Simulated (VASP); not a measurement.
WAu:

```
CELL_PARAMETERS angstrom
0.00000 2.90921 2.90921
2.90921 0.00000 2.90921
2.90921 2.90921 0.00000
ATOMIC_POSITIONS crystal
W 0.00000 0.00000 0.00000
Au 0.75000 0.75000 0.75000
```

The cell was built by a generator and needn't be a form met in nature.

Base run:

```yaml
Program: VASP 6.6.1
Functional: r2SCAN
Potentials_or_basis: VASP PAW PBE potentials, release 64 (W_sv, Au)
Cutoff: 520 eV
k_mesh: 8 × 8 × 8
Occupations: tetrahedron
Spin: no spin polarisation
Hubbard_terms: Au d U = 8 eV, W d U = 8 eV
```

Its results: band gap on the k mesh none (metal or under the smearing width); pressure 0.9 GPa.

Question: After a change of settings the same cell gave: band gap on the k mesh none (metal or under the smearing width); pressure -0.4 GPa. Which change was it?
A. hubbard terms from Au d U = 8 eV, W d U = 8 eV to Au d U = 4 eV, W d U = 4 eV
B. hubbard terms from Au d U = 8 eV, W d U = 8 eV to Au d U = 2 eV, W d U = 2 eV
C. hubbard terms from Au d U = 8 eV, W d U = 8 eV to none

Answer: A.

Caveats: the PAW data sets were made with another functional, which shifts forces and pressure a little; U without spin polarisation on a metal has little footing; the U is typed as a test and isn't derived for this compound.

Not every run made on this cell is shown here.
